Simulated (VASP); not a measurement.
These are LDA (Ceperley-Alder, Perdew-Zunger), VASP's LDA PAW potentials (set 64) (plane waves; VASP 6.6.1) values and carry that method's errors. For the first row: Numerical set-up: 400 eV cut-off, 6×6×6 Γ-centred mesh, tetrahedra with Blöchl corrections, potentials Ga_d Cu Se.

```tsv
system	energy (eV/atom)
CuGaSe2 (chalcopyrite)	-4.6188
Ga (alpha)	-3.6049
Cu (fcc)	-4.7108
Se (trig)	-4.1591
```

The references are the elements' solids at the same level; no temperature or zero-point terms are added.

Q: What is the formation energy per atom of CuGaSe₂?

A: The references average (2×(-3.6049) + 2×(-4.7108) + 4×(-4.1591))/8 = -4.1585 eV, so the formation energy is -4.6188 − (-4.1585) = -0.460 eV/atom.
